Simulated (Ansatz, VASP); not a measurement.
# Li5SbCl2 in two plane-wave programs, part 2 of 2

Wanted: the spread between two codes on one cell, functional and k mesh. The cell is generated by rule, not measured, and may not be a known phase. The cell is taken from a series of runs on this material, whose earlier steps may have relaxed, scaled, displaced or heated it; both programs get it as it stands.

VASP 6.6.1 and Ansatz 0.2.0.

So far: Starting point; VASP: relaxation of cell and atoms, PBEsol.

The structure was built from a prototype and need not be the compound's stable phase.

## 3. Ansatz: relaxation of cell and atoms, PBEsol

Level of this step: Ansatz beside VASP: Kohn-Sham DFT, plane waves, PBEsol (Ansatz).

Ansatz runs on its default PAW (the set named soft_2) files.

The same cell, functional and mesh now go to Ansatz, which takes its cutoff from its data sets.

File input.yaml:

```yaml
crystal:
  lattice:
    - [2.2514025147, 1.2998478479, 8.8396118041]
    - [-2.2514025147, 1.2998478479, 8.8396118041]
    - [0.0, -2.5996956959, 8.8396118041]
  atoms:
    - { symbol: Li, position: [0.7888555182, 0.7888555182, 0.7888555182] }
    - { symbol: Li, position: [0.0186853791, 0.0186853791, 0.0186853791] }
    - { symbol: Li, position: [0.1956047735, 0.1956047735, 0.1956047735] }
    - { symbol: Li, position: [0.2899839331, 0.2899839331, 0.2899839331] }
    - { symbol: Li, position: [0.5899851965, 0.5899851965, 0.5899851965] }
    - { symbol: Sb, position: [0.9056623764, 0.9056623764, 0.9056623764] }
    - { symbol: Cl, position: [0.6886479923, 0.6886479923, 0.6886479923] }
    - { symbol: Cl, position: [0.1097912536, 0.1097912536, 0.1097912536] }
kpoints:
  mp_grid: { grid: [6, 6, 6] }
hamiltonian:
  xc: pbesol
scf:
  occupations: { method: fixed }
output:
  forces: true
  stress: true
  eigenvalues: true
relax:
  adjacent_minimum: "off"
  f_tol: 0.001
  max_steps: 60
  cell: { stress_tol: 0.01 }
```

Started as:

```console
$ ansatz run input.yaml --threads 8 --pin off --max-ram 14336MiB --backend cpu --events-out ev --progress --plain --runs-dir out
```

Numbers of over 12 decimals in the logs are rounded to 6 here.

What it wrote:

```text
basis.fft_grid_basis auto: the FFT boxes are laid along the combinations [[1, 0, -1], [0, 1, -1], [0, 0, 1]] of the cell's own vectors, 4.503, 4.503 and 9.214 Å long. The dense box has 32×32×64 points. Along the cell's own vectors, as sized, it would have 64×64×64, 4.00 times as many. Of the 6 symmetry operations that the crystal satisfies within crystal.symmetry.tolerance (time reversal apart; of a slab, those that  [...]
Engine: ansatz 0.2.0, aarch64-unknown-linux-gnu
Pseudopotentials: kind: paw
Pseudopotential: Li, paw, valence charge 3, recommended cutoff 420 eV (normal), Li.paw.azcp
Pseudopotential: Sb, paw, valence charge 15, recommended cutoff 420 eV (normal), Sb.paw.azcp
Pseudopotential: Cl, paw, valence charge 7, recommended cutoff 420 eV (normal), Cl.paw.azcp
Functional definition: PBEsol
  exchange = pbesol_x
  correlation = pbesol_c
Crystal: 8 atoms, lattice volume = 155.214 Å³
Basis set: ecut = 420 eV, 3029 PW (Γ), FFT grids on a1−a3, a2−a3, a3, exchange–correlation on 64×64×128 points (8 copies of the dense FFT grid, shifted against one another)
Bands: 30, of which v1, the nominal top of the filled ones, is band 22 counted from 1 (21 counted from 0)
Symmetry: 6 space group operations
Space group: R3m (ITA 160), of the structure as read, at distance tolerance 5.4e-5 Å
k-points: 32 of 216 (time reversal used)
Non-local potential: Li, projectors of the file, l = 0: 3, l = 1: 2, l = 2: 1
Non-local potential: Sb, projectors of the file, l = 0: 2, l = 1: 2, l = 2: 2, l = 3: 2
Non-local potential: Cl, projectors of the file, l = 0: 2, l = 1: 2, l = 2: 2
PAW form: soft (Blöchl's): semilocal exchange-correlation on the pseudo side does not see the compensation charge
PAW frozen core: Sb, regenerated for the run's functional, and the local potential with it (the file was generated under x = pbe(κ = 0.804, μ = 0.219515), c = pbe(β = 0.066725))
PAW frozen core: Cl, regenerated for the run's functional, and the local potential with it (the file was generated under x = pbe(κ = 0.804, μ = 0.219515), c = pbe(β = 0.066725))
PAW one-centre angular grid: Li, 110 points (default); XC on 64 Gauss nodes
PAW one-centre angular grid: Sb, 590 points (default); XC on 64 Gauss nodes
PAW one-centre angular grid: Cl, 110 points (default); XC on 64 Gauss nodes
Initial density: superposition of atomic densities (neutral atoms: chi_scale 0, normalization atom), corrected by the library's trained network
Initial wavefunctions: pseudopotential atomic-orbital guess
Functional: x = pbesol(κ = 0.804, μ = 0.123457), c = pbesol(β = 0.046)
SCF iter   1: F=—  HF=-9553.848665 eV  |F-HF|=—  |Δ(HF+E_count)|=         —  Δρ=3.21e-3  dr2=2.82e-2  ethr=1.77e-3  ⟨swp⟩=5.2  Hψ=3688  notcnv=0  defer=171
preconditioner: auto → Resta (q_TF=auto, 2.211 Å⁻¹)  ε∞=3.5  [insulator: Δε(μ)=1.372 eV  Ē_g=8.392 eV  n_scr=30 (ndim 8)  ℏωp=13.3 eV  f_vac=0.059  ε∞_Penn≈3.5]
SCF iter   2: F=—  HF=-9553.838145 eV  |F-HF|=—  |Δ(HF+E_count)|=   1.05e-2  Δρ=1.50e-3  dr2=6.18e-3  ethr=6.41e-5  ⟨swp⟩=2.7  Hψ=1563  notcnv=0  defer=192
SCF iter   3: F=—  HF=-9553.836331 eV  |F-HF|=—  |Δ(HF+E_count)|=   1.81e-3  Δρ=3.70e-4  dr2=4.73e-4  ethr=1.40e-5  ⟨swp⟩=3.5  Hψ=1668  notcnv=0  defer=190
SCF iter   4: F=—  HF=-9553.836256 eV  |F-HF|=—  |Δ(HF+E_count)|=   7.48e-5  Δρ=1.47e-4  dr2=7.51e-5  ethr=1.08e-6  ⟨swp⟩=2.0  Hψ=1488  notcnv=0  defer=189
SCF iter   5: F=—  HF=-9553.836382 eV  |F-HF|=—  |Δ(HF+E_count)|=   1.26e-4  Δρ=4.28e-5  dr2=4.90e-6  ethr=1.71e-7  ⟨swp⟩=2.0  Hψ=1235  notcnv=0  defer=152
SCF iter   6: F=—  HF=-9553.836385 eV  |F-HF|=—  |Δ(HF+E_count)|=   3.18e-6  Δρ=1.35e-5  dr2=5.84e-7  ethr=1.11e-8  ⟨swp⟩=2.0  Hψ=1214  notcnv=0  defer=167
SCF iter   7: F=—  HF=-9553.836386 eV  |F-HF|=—  |Δ(HF+E_count)|=   4.26e-7  Δρ=5.15e-6  dr2=1.07e-7  ethr=2.27e-10  ⟨swp⟩=13.7  Hψ=6317  notcnv=0
SCF iter   8: F=-9553.836386 eV  HF=-9553.836386 eV  |F-HF|=9.77e-9  |Δ(HF+E_count)|=   7.45e-8  Δρ=1.36e-6  dr2=4.37e-9  ethr=2.27e-10  ⟨swp⟩=5.0  Hψ=3372  notcnv=0
SCF 1 converged in 8 iterations: F = -9553.836386 eV  dr2 = 4.37e-9
  greatest PAW one-centre occupation: 1.000 electrons in one spin orbital (limit 2), on the Li atom at site 4 (counted from 0), in its partial waves of l = 0
relax step   1: F+E_penalty+E_count = -9553.83638569 eV  Δ(F+E_penalty+E_count) = +0.000e0 eV  max|allowed force component| = 2.123e-3 eV/Å  Δτ_max = 0.0000 Å  P = -0.005 GPa  Ω = 155.214 Å³  (8 SCF iters, dr2 threshold 1.00e-7 eV, accepted)
[...]
relax step   2: F+E_penalty+E_count = -9553.83638454 eV  Δ(F+E_penalty+E_count) = +1.148e-6 eV  max|allowed force component| = 4.707e-3 eV/Å  Δτ_max = 0.0013 Å  P = +0.002 GPa  Ω = 155.196 Å³  energy of the carried Pulay correction = +9.298e-7 eV  (6 SCF iters, dr2 threshold 2.82e-10 eV, rejected (line search))
[...]
relax step   3: F+E_penalty+E_count = -9553.83638768 eV  Δ(F+E_penalty+E_count) = -1.996e-6 eV  max|allowed force component| = 2.119e-4 eV/Å  Δτ_max = 0.0005 Å  P = -0.001 GPa  Ω = 155.201 Å³  energy of the carried Pulay correction = +6.407e-7 eV  (7 SCF iters, accepted)
[...]
relax step   4: F+E_penalty+E_count = -9553.83638761 eV  Δ(F+E_penalty+E_count) = +7.255e-8 eV  max|allowed force component| = 2.118e-4 eV/Å  Δτ_max = 0.0000 Å  P = -0.001 GPa  Ω = 155.201 Å³  stress off target by 1.09e-3 GPa  SCF on the basis re-selected at this cell (its energy is not comparable with the rows above)  (10 SCF iters)
basis re-selected at this cell: Δ(F+E_penalty+E_count) = +7.255e-8 eV, ΔP = -0.000 GPa vs the last step (what re-selecting the basis moved, of the pressure what is left beyond the Pulay correction that the steps carried, after the strain that the cell walked since its last selection, with what the two solves' SCF thresholds leave and, on support functions, any second-order correction that the steps lacked; it is no m [...]
SCF converged after 10 iterations
Free energy (F): -9553.836388 eV
Harris-Foulkes:  -9553.836388 eV  (|F-HF|=3.64e-12)
Internal energy: -9553.836388 eV  (E = F + TS)
E sigma→0 (E₀):  -9553.836388 eV
Fermi energy:    4.384917 eV
--- Per-component energies (eV) ---
  E_band       = -693.235962
  E_kinetic    = 641.392831
  E_local      = -3320.743677  (includes V_loc(G=0)·N_el)
  E_nonlocal   = 257.819052
  E_hartree    = 1345.066621
  E_xc         = -403.994201
  E_vxc        = -410.308855  (∫ρ·V_xc dr)
  E_paw        = -5883.628009  (= ΣΔE_a)
  E_vpaw       = -551.528836  (= ΣTr[D̂ρ^β])
  E_aug_tail   = 0.000228  (compensation charges beyond the density's cutoff)
  E_ewald      = -2190.237953
  E_core_change = 0.488721  (= ΣΔE_core)
  E_smearing   = -0.000000  (= −TS)
  E_closure    = 0.000000  (closes the sum)
  Σ components = -9553.836388   (vs F -9553.836388, Δ=0.00e0)
--- Forces (eV/Å), atoms counted from 1 ---
  atom   1  Li    -0.00000000     0.00000000    -0.00009489
  atom   2  Li     0.00000000    -0.00000000     0.00018272
  atom   3  Li     0.00000000     0.00000000    -0.00021133
  atom   4  Li     0.00000000    -0.00000000     0.00001854
  atom   5  Li    -0.00000000     0.00000000    -0.00009603
  atom   6  Sb    -0.00000000    -0.00000000    -0.00001098
  atom   7  Cl     0.00000000    -0.00000000     0.00011858
  atom   8  Cl    -0.00000000    -0.00000000     0.00009727
  max |Σ_I F_I| component: 3.89e-6 eV/Å
--- Stress (GPa, compression-positive) ---
       -0.001088       0.000000       0.000000
        0.000000      -0.001088      -0.000000
        0.000000      -0.000000      -0.000549
  P = ⅓ Tr σ = -0.0009 GPa (-0.009 kbar)
--- Band table (eV; the first three rows and the last of 32) ---
  k-point 0: bands = [... 18 lower, 0.0548, 2.7925, 4.3724, 4.3724, 5.6342, 7.3401, 7.3401, 7.6686, ... 4 higher]
  k-point 1: bands = [... 18 lower, 0.0401, 2.7787, 3.3344, 3.9352, 6.0456, 7.2965, 7.9828, 8.1836, ... 4 higher]
  k-point 2: bands = [... 18 lower, -0.0103, 2.0192, 2.9163, 3.3631, 6.5053, 7.0436, 7.8570, 8.3360, ... 4 higher]
  k-point 31: bands = [... 18 lower, 0.0556, 2.5184, 4.3849, 4.3849, 6.5185, 7.2527, 7.4394, 7.4394, ... 4 higher]
--- Relaxed structure (3 steps of the walk, 2 accepted, 1 SCFs on fresh bases) ---
  F+E_penalty+E_count = -9553.83638761 eV   max|allowed force component| = 2.118e-4 eV/Å   (the final SCF, on the basis selected at the relaxed cell)
  cell:  # Å, volume = 155.2013 Å³
    - [2.251363, 1.299825, 8.839214]
    - [-2.251363, 1.299825, 8.839214]
    - [0, -2.599650, 8.839214]
  atoms:
    - { symbol: Li, position: [0.788858, 0.788858, 0.788858] }
    - { symbol: Li, position: [0.018689, 0.018689, 0.018689] }
    - { symbol: Li, position: [0.195612, 0.195612, 0.195612] }
    - { symbol: Li, position: [0.289963, 0.289963, 0.289963] }
    - { symbol: Li, position: [0.589975, 0.589975, 0.589975] }
    - { symbol: Sb, position: [0.905676, 0.905676, 0.905676] }
    - { symbol: Cl, position: [0.688647, 0.688647, 0.688647] }
    - { symbol: Cl, position: [0.109797, 0.109797, 0.109797] }
```

The column dr2 measures how far the density is from self-consistency, as an energy; F and HF (Harris–Foulkes) agree once it is small.

## 4. Comparison

Known differences besides the potentials themselves: fixed occupations in Ansatz, narrow Gaussian smearing in VASP; the data sets hold 44 valence electrons in Ansatz (on its default PAW (the set named soft_2) files) and 34 in VASP; the cutoff is 420 eV in Ansatz and 750 eV in VASP; Ansatz makes its cores anew for this functional, VASP keeps those of its PBE data sets; Ansatz adds a Pulay correction to the stress that steers its cell, VASP none. Total energies have different zeros and are not compared.

Both answers:

```csv
quantity,Ansatz,VASP,difference
volume (Å³),155.20,155.39,-0.12 %
"edge a after relaxation, in the typed setting (Å)",9.214,9.215,-0.02 %
```

## 5. Results

```yaml
difference_in_volume_relaxation_of_cell_and_atoms_pbesol: -0.12 %
```

**Reading.** The difference in volume is -0.12 % (relaxation of cell and atoms, PBEsol), within the 1.2 % picked in this series as the mark of a large difference, as far as the stopping tolerances let one tell. The data sets hold unlike numbers of valence electrons (44 in Ansatz and 34 in VASP), so part of the differences comes from the potentials. How closely two codes agree says nothing of how well the functional describes the real material.

[Lines on the potential files, build, host, timing and source positions are cut from VASP's logs without a mark.]

[Logs are printed without paths, hosts, clocks, repeated set-up lines and the standing remarks that a program may print on its own settings, such as how far it seeks lower states.]

[Hosts, paths, dates, database ids (printed as entryN), source tags and the programs' standing remarks are cut or masked in the printed files.]
